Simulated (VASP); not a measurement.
## RbAlCd2B2: relaxation of cell and atoms with PBE

RbAlCd2B2:

```
Rb Al Cd B
1.0
     4.39850    0.00000    0.00000
     0.00000    4.39850    0.00000
     0.00000    0.00000    5.65996
Rb Al Cd B
1 1 2 2
Cartesian
  0.0000 0.0000 2.8300
  0.0000 0.0000 0.0000
  2.1992 0.0000 0.0000
  0.0000 2.1992 0.0000
  2.1992 2.1992 4.0886
  2.1992 2.1992 1.5713
```

The cell was built by a generator and needn't be a form met in nature.

The cell isn't the ideal one: species swapped into the PrSi2Mo2C type (P4/mmm, No. 123).

```json
{"Program": "VASP 6.6.1", "Task": "relaxation of cell and atoms", "Functional": "PBE", "Potentials or basis": "VASP PAW PBE potentials, release 64 (Rb_sv, Al, Cd, B)", "Cutoff": "600 eV", "k mesh": "4 × 4 × 4", "Occupations": "gaussian, width 0.1 eV", "Spin": "no spin polarisation", "Dipole correction": "no", "Further INCAR settings": "ALGO = Fast; EDIFF = 1e-06; IBRION = 2; EDIFFG = -0.04; NSW = 90; ISIF = 3"}
```

| Item | Value |
| --- | --- |
| Relaxed volume | 26.06 Å³/atom |
| Relaxed cell | a = 5.100 Å, b = 5.100 Å, c = 6.012 Å, α = 90.00°, β = 90.00°, γ = 90.00° |
| Space group after relaxing (to 0.05 Å) | P4/mmm (No. 123) |
| Energy gained by relaxing | 679.4 meV/atom |
| Ionic steps | 17 |
| Pressure after relaxing | 0.1 GPa |
| Largest force after relaxing | 0.021 eV/Å |
| Band gap on the k mesh | none (metal or under the smearing width) |

Forces in eV/Å, atoms in the order of the input:
```
Rb   0.000  0.000  0.000
Al   0.000  0.000  0.000
Cd   0.000  0.000  0.000
Cd   0.000  0.000  0.000
B    0.000  0.000  0.021
B    0.000  0.000 -0.021
```

Stress tensor (GPa, compression positive):
```
0.01 0.00 0.00
0.00 0.01 0.00
0.00 0.00 0.13
```

The path:
```tsv
step	energy change (eV)	largest force (eV/Å)	pressure (GPa)	volume (Å³)
1	0.0000	0.8055	22.46	109.50
2	-2.6452	0.7936	-0.71	154.54
3	-2.6555	0.7831	0.13	149.78
4	-2.6559	0.7831	-0.03	150.66
5	-2.7219	0.9527	-0.26	151.19
6	-2.9817	1.5461	-0.71	152.77
7	-3.7805	2.0100	-0.88	155.90
8	6.1181	52.9422	17.77	162.04
9	-3.9090	1.6902	-0.64	156.11
10	-4.0530	0.2867	0.22	157.17
11	-2.6388	11.4978	5.46	159.62
12	-4.0544	0.0772	0.42	157.30
13	-4.0505	0.2755	-0.81	162.36
14	-4.0714	0.1752	-0.21	159.69
15	-4.0701	0.4084	-0.42	158.17
16	-4.0740	0.0955	-0.31	159.02
17	-4.0766	0.0205	0.05	156.37
```

Final structure:
```cif
data_structure
_symmetry_space_group_name_H-M 'P 1'
_symmetry_Int_Tables_number 1
_cell_length_a 5.1000
_cell_length_b 5.1000
_cell_length_c 6.0119
_cell_angle_alpha 90.000
_cell_angle_beta 90.000
_cell_angle_gamma 90.000
_cell_volume 156.37
loop_
_atom_site_label
_atom_site_type_symbol
_atom_site_fract_x
_atom_site_fract_y
_atom_site_fract_z
_atom_site_occupancy
Rb1 Rb 0.00000 0.00000 0.50000 1
Al1 Al 0.00000 0.00000 0.00000 1
Cd1 Cd 0.50000 0.00000 0.00000 1
Cd2 Cd 0.00000 0.50000 0.00000 1
B1 B 0.50000 0.50000 0.63559 1
B2 B 0.50000 0.50000 0.36441 1
```

Levels at points of the mesh, in eV from the Fermi level:
```csv
k point,band 19,band 20,band 21,band 22,band 23,band 24
"(0.00, 0.00, 0.00)",-1.29,-0.48,-0.17,0.49,0.49,1.47
"(0.50, 0.00, 0.00)",-0.92,-0.47,-0.19,0.70,0.77,1.50
"(0.50, 0.50, 0.00)",-1.72,-1.49,0.39,0.39,0.98,0.98
"(0.00, 0.00, 0.50)",-1.20,-1.20,-0.26,0.05,0.05,1.14
"(0.50, 0.00, 0.50)",-0.71,-0.41,-0.15,0.03,0.70,0.77
"(0.50, 0.50, 0.50)",-3.03,-0.85,-0.85,0.55,0.58,3.04
```

Wall time 9 min on 1 thread of AMD EPYC 9R45 (Zen 5), with other jobs on the host, peak memory 0.26 GiB.

Caveat: the volume moved by over 15 % at a fixed basis, so the end points are rough.
